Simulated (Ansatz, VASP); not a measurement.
# Cross-check of ZrSeS between VASP and Ansatz, part 2 of 2

Wanted: the spread between two codes on one cell, functional and k mesh. The cell is taken from a series of runs on this material, whose earlier steps may have relaxed, scaled, displaced or heated it; both programs get it as it stands.

VASP 6.6.1 and Ansatz 0.2.0.

So far: Set-up; Ansatz: zone-centre phonons, LDA.

## Step 3: VASP: zone-centre phonons, LDA

Level of this step: LDA; plane waves and PAW (Zr_sv, Se, S) (VASP).

The same cell, functional (in two slightly different forms), mesh and smearing now go to VASP, with its own data sets.

Lines of VASP's logs that name or quote its potential files are left out, and so is its time.

INCAR reads:

```
SYSTEM = ZrSeS
PREC = Accurate
ENCUT = 500
EDIFF = 1E-08
NELM = 120
ISMEAR = -1
SIGMA = 0.1
LREAL = .FALSE.
ALGO = Normal
GGA = CA
NELECT = 23.88
NBANDS = 17
LASPH = .TRUE.
LORBIT = 11
LWAVE = .FALSE.
LCHARG = .FALSE.
ISIF = 2
IBRION = 8
GGA_COMPAT = .FALSE.
KPAR = 2
```

POSCAR reads:

```
ZrSeS
1.0
    3.6454735525      0.0000000000      0.0000000000
   -1.8227367762      3.1570727053      0.0000000000
    0.0000000000      0.0000000000      5.8171555965
Zr Se S
1 1 1
Direct
    0.0000000000      0.0000000000      0.0133424994
    0.6666666667      0.3333333333      0.7329348125
    0.3333333333      0.6666666667      0.2537226881
```

KPOINTS reads:

```
Automatic mesh
0
Gamma
12 12 6
0 0 0
```

Potentials, in the order of the species: Zr_sv, Se and S (LDA family, release 64).

Run with:

```bash
> mpirun -np 2 vasp_std
```

Numbers of over 12 decimals in the logs are rounded to 6 here.

The log of the run:

```text
[banner, memory and clock lines left out]
running    2 mpi-ranks, on    1 nodes
 distrk:  each k-point on    1 cores,    2 groups
 distr:  one band on    1 cores,    1 groups

 POSCAR found type information on POSCAR ZrSeS
 POSCAR found :  3 types and       3 ions
 LDA part: xc-table for (Slater(with rela. corr.)+CA(PZ))
 , standard interpolation
 POSCAR, INCAR and KPOINTS ok, starting setup
 FFT: planning ... GRIDC
 FFT: planning ... GRID_SOFT
 FFT: planning ... GRID
 WAVECAR not read
 entering main loop
       N       E                     dE             d eps       ncg     rms          rms(c)
DAV:   1     0.159866303910E+03    0.15987E+03   -0.11104E+04  3400   0.120E+03
DAV:   2    -0.155395475007E+02   -0.17541E+03   -0.17257E+03  4463   0.298E+02
DAV:   3    -0.246205049567E+02   -0.90810E+01   -0.90329E+01  5776   0.618E+01
DAV:   4    -0.247812423718E+02   -0.16074E+00   -0.16061E+00  4609   0.787E+00
DAV:   5    -0.247862419922E+02   -0.49996E-02   -0.49983E-02  5412   0.104E+00BRMIX: very serious problems
 the old and the new charge density differ
 old charge density:    24.00000 new   23.88000
BRMIX: very serious problems
 the old and the new charge density differ
 old charge density:    24.00000 new   23.88000
    0.161E+01
DAV:   6    -0.232516269144E+02    0.15346E+01   -0.57622E+00  3951   0.138E+01    0.732E+00
DAV:   7    -0.231666406228E+02    0.84986E-01   -0.53719E-01  4659   0.425E+00    0.332E+00
DAV:   8    -0.231586977166E+02    0.79429E-02   -0.87486E-02  4740   0.174E+00    0.630E-01
DAV:   9    -0.231573646662E+02    0.13331E-02   -0.10248E-02  3953   0.753E-01    0.349E-01
DAV:  10    -0.231574322817E+02   -0.67616E-04   -0.13140E-03  4719   0.281E-01    0.182E-01
DAV:  11    -0.231573961932E+02    0.36089E-04   -0.65074E-05  4403   0.649E-02    0.396E-02
DAV:  12    -0.231573974424E+02   -0.12492E-05   -0.20030E-05  4246   0.349E-02    0.123E-02
DAV:  13    -0.231573971761E+02    0.26633E-06   -0.14966E-06  4228   0.838E-03    0.413E-03
DAV:  14    -0.231573971841E+02   -0.80033E-08   -0.91435E-08  5152   0.184E-03
   1 F= -.23157397E+02 E0= -.23148754E+02  d E =-.172870E-01
 Linear response reoptimize wavefunctions to high precision
DAV:   1    -0.231573971852E+02   -0.11291E-08   -0.22693E-08  4329   0.993E-04
DAV:   2    -0.231573971853E+02   -0.36380E-10   -0.52418E-10  2219   0.167E-04
 Linear response DOF=           6
 Linear response progress:
  Degree of freedom:   1/  6
       N       E                     dE             d eps       ncg     rms          rms(c)
RMM:   1    -0.708814591422E+00   -0.70881E+00    0.30073E+00 16293   0.157E+01
RMM:   2    -0.654769517990E+00    0.54045E-01   -0.22061E-01 23471   0.309E+00    0.220E-01
RMM:   3    -0.657116142000E+00   -0.23466E-02   -0.42270E-02 27908   0.950E-01    0.896E-02
RMM:   4    -0.659475902594E+00   -0.23598E-02   -0.85323E-03 35833   0.333E-01    0.551E-02
RMM:   5    -0.659874379845E+00   -0.39848E-03   -0.51760E-04 36742   0.103E-01    0.208E-02
RMM:   6    -0.659849321720E+00    0.25058E-04   -0.10444E-04 38364   0.482E-02    0.256E-03
RMM:   7    -0.659806843211E+00    0.42479E-04   -0.33626E-05 38641   0.245E-02    0.168E-03
RMM:   8    -0.659811151820E+00   -0.43086E-05   -0.13528E-05 40260   0.149E-02    0.890E-04
RMM:   9    -0.659817606238E+00   -0.64544E-05   -0.69395E-06 40318   0.985E-03    0.188E-04
RMM:  10    -0.659822194202E+00   -0.45880E-05   -0.40212E-06 40515   0.723E-03    0.109E-04
RMM:  11    -0.659822777068E+00   -0.58287E-06   -0.26247E-06 41476   0.567E-03    0.176E-04
RMM:  12    -0.659820293684E+00    0.24834E-05   -0.11028E-06 39086   0.466E-03    0.285E-04
RMM:  13    -0.659821743857E+00   -0.14502E-05   -0.71952E-07 38443   0.388E-03    0.288E-04
RMM:  14    -0.659822660567E+00   -0.91671E-06    0.55327E-08 40192   0.329E-03    0.300E-04
RMM:  15    -0.659817244064E+00    0.54165E-05    0.26287E-07 33800   0.305E-03    0.553E-04
RMM:  16    -0.659812565523E+00    0.46785E-05    0.75596E-07 34532   0.271E-03    0.765E-04
RMM:  17    -0.659827376400E+00   -0.14811E-04    0.67560E-07 35415   0.284E-03    0.298E-04
RMM:  18    -0.659834075238E+00   -0.66988E-05    0.72997E-07 34339   0.220E-03    0.235E-04
RMM:  19    -0.659834397106E+00   -0.32187E-06    0.89075E-07 36432   0.171E-03    0.205E-04
RMM:  20    -0.659835317714E+00   -0.92061E-06    0.10347E-06 37133   0.148E-03    0.197E-04
RMM:  21    -0.659835688261E+00   -0.37055E-06    0.99314E-07 38530   0.130E-03    0.204E-04
 first order change of Fermi-energy   0.53868E-04
 force on displaced ion       1 direction 1 :  -4.423  -0.000   0.000
 Linear response progress:
  Degree of freedom:   2/  6
       N       E                     dE             d eps       ncg     rms          rms(c)
RMM:   1    -0.788313466601E+00   -0.78831E+00    0.32225E+00  3804   0.160E+01
RMM:   2    -0.736016823333E+00    0.52297E-01   -0.21774E-01  5399   0.298E+00    0.236E-01
RMM:   3    -0.738558223760E+00   -0.25414E-02   -0.50765E-02  6496   0.941E-01    0.110E-01
[...]
RMM:   9    -0.742149446914E+00   -0.65062E-05   -0.61442E-06  8748   0.552E-03    0.635E-04
RMM:  10    -0.742149836597E+00   -0.38968E-06   -0.26619E-06  9035   0.339E-03    0.172E-04
RMM:  11    -0.742150494733E+00   -0.65814E-06    0.30983E-07  9120   0.230E-03    0.103E-04
[...]
RMM:   3    -0.794780150043E-01   -0.38132E-03   -0.12945E-03 32503   0.134E-01    0.530E-02
RMM:   4    -0.798803477348E-01   -0.40233E-03   -0.27885E-04 30667   0.788E-02    0.954E-03
RMM:   5    -0.798486320920E-01    0.31716E-04   -0.86486E-05 34616   0.313E-02    0.634E-03
RMM:   6    -0.798730996435E-01   -0.24468E-04   -0.16225E-05 36909   0.133E-02    0.252E-03
RMM:   7    -0.798740867865E-01   -0.98714E-06   -0.23456E-07 38361   0.584E-03    0.120E-03
RMM:   8    -0.798781308988E-01   -0.40441E-05   -0.82570E-06 38051   0.311E-03    0.398E-04
RMM:   9    -0.798796185272E-01   -0.14876E-05    0.29892E-06 39590   0.148E-03    0.139E-04
RMM:  10    -0.798797796815E-01   -0.16115E-06   -0.17188E-06 39152   0.734E-04    0.321E-05
RMM:  11    -0.798797756920E-01    0.39895E-08    0.58343E-07 40777   0.364E-04    0.456E-05
RMM:  12    -0.798801006930E-01   -0.32500E-06   -0.62615E-07 35926   0.223E-04    0.722E-05
RMM:  13    -0.798798505573E-01    0.25014E-06    0.14072E-07 36257   0.138E-04    0.177E-05
RMM:  14    -0.798798827645E-01   -0.32207E-07   -0.27075E-07 39726   0.784E-05    0.178E-05
RMM:  15    -0.798799255300E-01   -0.42765E-07    0.27643E-08 38398   0.423E-05    0.119E-05
RMM:  16    -0.798799310291E-01   -0.54991E-08   -0.64526E-08 39674   0.252E-05    0.674E-06
 first order change of Fermi-energy  -0.50653E-04
 force on displaced ion       2 direction 1 :  -3.823  -0.001  -0.000
 Linear response progress:
  Degree of freedom:   4/  6
       N       E                     dE             d eps       ncg     rms          rms(c)
RMM:   1    -0.107800309170E+00   -0.10780E+00   -0.20884E-02  8489   0.137E+00
RMM:   2    -0.995394528932E-01    0.82609E-02   -0.64085E-03  6538   0.392E-01    0.173E-01
RMM:   3    -0.997993879187E-01   -0.25994E-03   -0.10607E-03  7110   0.131E-01    0.116E-01
RMM:   4    -0.999854041644E-01   -0.18602E-03   -0.25884E-04  7356   0.632E-02    0.356E-02
RMM:   5    -0.100051363546E+00   -0.65959E-04   -0.67232E-05  7764   0.315E-02    0.847E-03
RMM:   6    -0.100040474277E+00    0.10889E-04   -0.16095E-05  8052   0.143E-02    0.444E-03
RMM:   7    -0.100037582856E+00    0.28914E-05   -0.75822E-06  7842   0.783E-03    0.111E-03
RMM:   8    -0.100037954880E+00   -0.37202E-06   -0.10359E-05  8275   0.351E-03    0.647E-04
RMM:   9    -0.100039531038E+00   -0.15762E-05   -0.20324E-06  8248   0.180E-03    0.201E-04
RMM:  10    -0.100039995141E+00   -0.46410E-06   -0.80492E-09  8656   0.891E-04    0.123E-04
RMM:  11    -0.100040046670E+00   -0.51529E-07   -0.14007E-06  8575   0.424E-04    0.605E-05
RMM:  12    -0.100040106311E+00   -0.59641E-07   -0.12866E-07  8632   0.224E-04    0.447E-05
RMM:  13    -0.100040222840E+00   -0.11653E-06   -0.43936E-07  8125   0.133E-04    0.857E-06
RMM:  14    -0.100040225100E+00   -0.22600E-08   -0.22938E-07  8851   0.668E-05    0.413E-06
RMM:  15    -0.100040239958E+00   -0.14859E-07   -0.11551E-07  8583   0.379E-05    0.488E-06
RMM:  16    -0.100040245296E+00   -0.53380E-08   -0.65344E-08  8477   0.233E-05    0.220E-06
 first order change of Fermi-energy  -0.79214E+00
 force on displaced ion       2 direction 3 :   0.000   0.000  -9.243
 Linear response progress:
  Degree of freedom:   5/  6
       N       E                     dE             d eps       ncg     rms          rms(c)
RMM:   1    -0.117117738834E+00   -0.11712E+00   -0.12936E-01 38322   0.187E+00
RMM:   2    -0.102983194718E+00    0.14135E-01   -0.12063E-02 29423   0.565E-01    0.138E-01
RMM:   3    -0.103506597290E+00   -0.52340E-03   -0.12175E-03 31264   0.184E-01    0.692E-02
RMM:   4    -0.104041834426E+00   -0.53524E-03   -0.49678E-04 31153   0.985E-02    0.184E-02
RMM:   5    -0.104051875952E+00   -0.10042E-04   -0.12929E-04 35905   0.389E-02    0.126E-02
RMM:   6    -0.104056095643E+00   -0.42197E-05   -0.29967E-05 36693   0.159E-02    0.434E-03
RMM:   7    -0.104065859917E+00   -0.97643E-05   -0.24704E-05 37098   0.696E-03    0.232E-03
RMM:   8    -0.104073873711E+00   -0.80138E-05   -0.16534E-05 37863   0.367E-03    0.512E-04
RMM:   9    -0.104070537433E+00    0.33363E-05   -0.32043E-06 38781   0.172E-03    0.324E-04
RMM:  10    -0.104072025505E+00   -0.14881E-05   -0.10689E-05 39039   0.928E-04    0.103E-04
RMM:  11    -0.104072333972E+00   -0.30847E-06   -0.26525E-07 40480   0.466E-04    0.449E-05
RMM:  12    -0.104072356728E+00   -0.22756E-07   -0.23728E-06 39255   0.226E-04    0.157E-05
RMM:  13    -0.104072449200E+00   -0.92472E-07   -0.49275E-07 40213   0.119E-04    0.667E-06
RMM:  14    -0.104072462971E+00   -0.13771E-07   -0.55207E-07 39947   0.642E-05    0.315E-06
RMM:  15    -0.104072482944E+00   -0.19973E-07   -0.16658E-07 39067   0.382E-05    0.319E-06
RMM:  16    -0.104072485063E+00   -0.21190E-08   -0.16313E-07 38883   0.247E-05    0.140E-06
RMM:  17    -0.104072487184E+00   -0.21211E-08   -0.54019E-08 36677   0.178E-05    0.777E-07
 first order change of Fermi-energy  -0.39660E-04
 force on displaced ion       3 direction 1 :  -5.206   0.000   0.001
 Linear response progress:
  Degree of freedom:   6/  6
       N       E                     dE             d eps       ncg     rms          rms(c)
RMM:   1    -0.135799937094E+00   -0.13580E+00   -0.11571E-01  8504   0.184E+00
RMM:   2    -0.121560520669E+00    0.14239E-01   -0.11074E-02  6440   0.550E-01    0.240E-01
RMM:   3    -0.121868656336E+00   -0.30814E-03   -0.11798E-03  6472   0.183E-01    0.144E-01
RMM:   4    -0.122118516020E+00   -0.24986E-03   -0.30429E-04  7109   0.733E-02    0.611E-02
RMM:   5    -0.122270866308E+00   -0.15235E-03   -0.76898E-05  7513   0.384E-02    0.117E-02
RMM:   6    -0.122231520463E+00    0.39346E-04   -0.21912E-05  7844   0.175E-02    0.562E-03
RMM:   7    -0.122227583093E+00    0.39374E-05   -0.65231E-06  7972   0.839E-03    0.256E-03
RMM:   8    -0.122232216916E+00   -0.46338E-05   -0.14162E-05  8144   0.397E-03    0.103E-03
RMM:   9    -0.122234960492E+00   -0.27436E-05   -0.26125E-06  8132   0.199E-03    0.248E-04
RMM:  10    -0.122235706081E+00   -0.74559E-06    0.26733E-06  8550   0.960E-04    0.103E-04
RMM:  11    -0.122235566884E+00    0.13920E-06    0.83939E-07  8475   0.451E-04    0.519E-05
RMM:  12    -0.122235517519E+00    0.49365E-07   -0.43151E-07  8598   0.236E-04    0.176E-05
RMM:  13    -0.122235581425E+00   -0.63907E-07   -0.33235E-07  8442   0.125E-04    0.986E-06
RMM:  14    -0.122235582114E+00   -0.68820E-09    0.16318E-08  8701   0.681E-05    0.505E-06
 first order change of Fermi-energy   0.14707E+00
 force on displaced ion       3 direction 3 :  -0.000   0.000  -8.816
 Linear response finished
```

OUTCAR, selected parts (step 3):

```text
NELECT = 23.88

 ion  position               nearest neighbor table
   1  0.000  0.000  0.013-   3 2.53   3 2.53   3 2.53   2 2.66   2 2.66   2 2.66
   2  0.667  0.333  0.733-   1 2.66   1 2.66   1 2.66
   3  0.333  0.667  0.254-   1 2.53   1 2.53   1 2.53

  LATTYP: Found a hexagonal cell.
 ALAT       =     3.6454735525
 C/A-ratio  =     1.5957201479

 Subroutine GETGRP returns: Found  6 space group operations
 (whereof  6 operations were pure point group operations)

The static configuration has the point symmetry C_3v.

 Found    100 irreducible k-points:

   k-points           NKPTS =    100   k-points in BZ     NKDIM =    100   number of bands    NBANDS=     17

   dimension x,y,z NGX =    28 NGY =   28 NGZ =   42
   dimension x,y,z NGXF=    56 NGYF=   56 NGZF=   84

   ENCUT  =  500.0 eV  36.75 Ry    6.06 a.u.   6.65  6.65 10.61*2*pi/ulx,y,z

 k-points in reciprocal lattice and weights: Automatic mesh
   0.00000000  0.00000000  0.00000000       0.001
   0.08333333  0.00000000  0.00000000       0.007
   0.16666667  0.00000000  0.00000000       0.007
   0.25000000 -0.00000000  0.00000000       0.007
   0.33333333  0.00000000  0.00000000       0.007
   0.41666667  0.00000000  0.00000000       0.007
   0.50000000 -0.00000000  0.00000000       0.003
   0.08333333  0.08333333  0.00000000       0.007
   0.16666667  0.08333333  0.00000000       0.014
[...]
0.33333333  0.25000000  0.50000000       0.014
   0.33333333  0.33333333  0.50000000       0.002

 average (electrostatic) potential at core
       1 -78.4358       2 -58.3648       3 -86.2347

  Total       -1.2134136     -1.2134136     -1.2940541     -0.0000000      0.0000000      0.0000000
  in kB      -29.0382367    -29.0382367    -30.9680450     -0.0000000      0.0000000      0.0000000
  external PRESSURE =     -29.6815061 kB  Pullay stress =       0.0000000 kB

  energy-cutoff  :      500.00
  volume of cell :       66.95
      direct lattice vectors                 reciprocal lattice vectors
     3.645473552  0.000000000  0.000000000     0.274312784  0.158374560  0.000000000
    -1.822736776  3.157072705  0.000000000     0.000000000  0.316749120  0.000000000
     0.000000000  0.000000000  5.817155597     0.000000000  0.000000000  0.171905321

 POSITION                                       TOTAL-FORCE (eV/Angst)
 -----------------------------------------------------------------------------------
      0.00000      0.00000      0.07762         0.000000      0.000000      0.095346
      1.82274      1.05236      4.26360        -0.000000      0.000000     -0.142800
     -0.00000      2.10472      1.47594         0.000000     -0.000000      0.047454
 -----------------------------------------------------------------------------------
    total drift:                                0.000000     -0.000000     -0.000030

 Eigenvectors and eigenvalues of the dynamical matrix
 ----------------------------------------------------

   1 f  =    9.233610 THz    58.016480 2PiTHz  308.000063 cm-1    38.187124 meV
             X         Y         Z           dx          dy          dz
      0.000000  0.000000  0.077615     0.000000    0.000000   -0.525889
      1.822737  1.052358  4.263596     0.000000    0.000000    0.023322
     -0.000000  2.104715  1.475944    -0.000000   -0.000000    0.850234

   2 f  =    6.869759 THz    43.163969 2PiTHz  229.150493 cm-1    28.411027 meV
             X         Y         Z           dx          dy          dz
      0.000000  0.000000  0.077615    -0.193890   -0.239750   -0.000000
      1.822737  1.052358  4.263596    -0.159443   -0.197156    0.000000
     -0.000000  2.104715  1.475944     0.576539    0.712907   -0.000000

   3 f  =    6.869759 THz    43.163969 2PiTHz  229.150493 cm-1    28.411027 meV
             X         Y         Z           dx          dy          dz
      0.000000  0.000000  0.077615    -0.239750    0.193890    0.000000
      1.822737  1.052358  4.263596    -0.197156    0.159443   -0.000000
     -0.000000  2.104715  1.475944     0.712907   -0.576539    0.000000

   4 f  =    6.848838 THz    43.032519 2PiTHz  228.452649 cm-1    28.324506 meV
             X         Y         Z           dx          dy          dz
      0.000000  0.000000  0.077615     0.000000    0.000000   -0.522042
      1.822737  1.052358  4.263596     0.000000    0.000000    0.780340
     -0.000000  2.104715  1.475944    -0.000000   -0.000000   -0.344299

   5 f  =    4.021305 THz    25.266607 2PiTHz  134.136309 cm-1    16.630775 meV
             X         Y         Z           dx          dy          dz
      0.000000  0.000000  0.077615     0.424271    0.524659    0.000000
      1.822737  1.052358  4.263596    -0.463861   -0.573616    0.000000
     -0.000000  2.104715  1.475944     0.014401    0.017808    0.000000

   6 f  =    4.021305 THz    25.266607 2PiTHz  134.136309 cm-1    16.630775 meV
             X         Y         Z           dx          dy          dz
      0.000000  0.000000  0.077615     0.524659   -0.424271   -0.000000
      1.822737  1.052358  4.263596    -0.573616    0.463861   -0.000000
     -0.000000  2.104715  1.475944     0.017808   -0.014401   -0.000000

   7 f/i=    0.001036 THz     0.006511 2PiTHz    0.034565 cm-1     0.004286 meV
             X         Y         Z           dx          dy          dz
      0.000000  0.000000  0.077615    -0.000000    0.000000    0.671501
      1.822737  1.052358  4.263596    -0.000000    0.000000    0.624921
     -0.000000  2.104715  1.475944    -0.000000    0.000000    0.398197

   8 f/i=    0.006164 THz     0.038729 2PiTHz    0.205608 cm-1     0.025492 meV
             X         Y         Z           dx          dy          dz
      0.000000  0.000000  0.077615    -0.380680    0.552029   -0.000000
      1.822737  1.052358  4.263596    -0.355214    0.515100   -0.000000
     -0.000000  2.104715  1.475944    -0.226257    0.328099   -0.000000

   9 f/i=    0.006164 THz     0.038729 2PiTHz    0.205608 cm-1     0.025492 meV
             X         Y         Z           dx          dy          dz
      0.000000  0.000000  0.077615    -0.552029   -0.380680    0.000000
      1.822737  1.052358  4.263596    -0.515100   -0.355214    0.000000
     -0.000000  2.104715  1.475944    -0.328099   -0.226257    0.000000

 ELASTIC MODULI CONTR FROM IONIC RELAXATION (kBar)
 Direction    XX          YY          ZZ          XY          YZ          ZX
 --------------------------------------------------------------------------------
 XX        -540.2063   -321.3210   -628.7225     -0.0000    279.0694      0.0000
 YY        -321.3210   -540.2063   -628.7225     -0.0000   -279.0694     -0.0000
 ZZ        -628.7225   -628.7225   -918.3845     -0.0000     -0.0000     -0.0000
 XY          -0.0000     -0.0000     -0.0000   -109.4427     -0.0000    254.2547
 YZ         279.0694   -279.0694     -0.0000     -0.0000   -723.4270     -0.0000
 ZX           0.0000     -0.0000     -0.0000    254.2547     -0.0000   -598.0126
 --------------------------------------------------------------------------------
```

The cell is charged against a uniform background.

## Step 4: Side by side

Known differences besides the potentials themselves: the two LDA forms differ slightly; the cutoff is 420 eV in Ansatz and 500 eV in VASP; VASP's log shows a relativistic correction to its local exchange, Ansatz's none. Total energies have different zeros and are not compared.

Both answers:

```tsv
quantity	Ansatz	VASP	difference
optical mode 1 to 2 (cm⁻¹)	132.5	134.1	-1.19 %
optical mode 3 (cm⁻¹)	227.6	228.5	-0.36 %
optical mode 4 to 5 (cm⁻¹)	228.2	229.2	-0.40 %
optical mode 6 (cm⁻¹)	307.5	308.0	-0.18 %
```

Modes are paired by rising frequency, not by their patterns, so a pair may set unlike modes beside each other; they are those without the splitting of longitudinal modes. The cell carries a charge of +0.12 e against a uniform background, so its pressure also hangs on how the neutralising background is counted, and in a defect's cell a gap may be the spacing between its levels.

## Step 5: What came out

```
r.m.s. difference of the optical zone-centre modes, each program's sorted by frequency (zone-centre phonons, LDA) : 1.1 cm⁻¹
difference in optical mode 1 to 2 (zone-centre phonons, LDA)                                                      : -1.2 %
```

What this shows: The r.m.s. difference of the optical zone-centre modes, each program's sorted by frequency is 1.1 cm⁻¹ (zone-centre phonons, LDA). The data sets hold unlike numbers of valence electrons (33.88 in Ansatz and 23.88 in VASP), so part of the differences comes from the potentials. Among the rows given in per cent, the largest difference of the zone-centre phonons, LDA pair is in optical mode 1 to 2, -1.2 %. Such differences can come from data sets, numerical settings and the points named under the comparisons, not from the functional's error against experiment.

[Lines on the potential files, build, host, timing and source positions are cut from VASP's logs without a mark.]

[Logs are printed without paths, hosts, clocks, repeated set-up lines and the standing remarks that a program may print on its own settings, such as how far it seeks lower states.]

[Hosts, paths, dates, database ids (printed as entryN), source tags and the programs' standing remarks are cut or masked in the printed files.]
